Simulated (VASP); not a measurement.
```
MgSe
1.0
    0.00000     2.96893     2.96893
    2.96893     0.00000     2.96893
    2.96893     2.96893     0.00000
Mg Se
1 1
Cartesian
  0.00000   0.00000   0.00000
  1.48446   1.48446   1.48446
```

All values below come from PBEsol GGA, VASP's PBE PAW potentials (set 64) (plane waves; VASP). Numerical set-up: 400 eV cut-off, 9×9×9 Γ-centred mesh, tetrahedra with Blöchl corrections, potentials Mg Se.

Q: Predict the energy per atom (σ→0), band gap (on the k-mesh) with the smallest direct gap where there is one.

A: 
```yaml
band gap (on the k-mesh): 2.52 eV
smallest direct gap (on the k-mesh): 2.52 eV
energy per atom (σ→0): -4.003 eV/atom
```

Total energies compare only between runs with the same potentials, cut-off and functional.

The structure comes from a computed database's MgSe entry (F-43m); how it stands against other phases isn't given here. The cell was not relaxed at this level.
